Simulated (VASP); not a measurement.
```yaml
crystal:
  lattice:
    - [4.11767, 2.05669, 2.05669]
    - [2.05669, 4.11767, 2.05669]
    - [2.05669, 2.05669, 4.11767]
  atoms:
    - { symbol: Ni, position: [0.00000, 0.00000, 0.00000], spin: 2.0 }
    - { symbol: Ni, position: [0.50000, 0.50000, 0.50000], spin: -2.0 }
    - { symbol: O, position: [0.25000, 0.25000, 0.25000] }
    - { symbol: O, position: [0.75000, 0.75000, 0.75000] }
```

Level of theory: PBEsol GGA, VASP's PBE PAW potentials (set 64) (plane waves; VASP 6.6.1). Run with 520 eV cut-off, 8×8×8 Γ-centred mesh, Gaussian smearing of 0.050 eV, potentials Ni O.

Q: Estimate the cell moment, energy per atom (σ→0).

A: 
cell moment: 0.00 μB
energy per atom (σ→0): -6.326 eV/atom

Q: Give the moment on each site (PAW-sphere projection).

A: 
```tsv
site	moment (μB)
Ni1	1.26
Ni2	-1.26
O3	0.00
O4	0.00
```

The absolute energy has meaning only against runs of the same code, potentials and settings.

The compound is NiO in the rock salt, AFM-II order structure. It was relaxed first. The start is the result of an earlier pass.
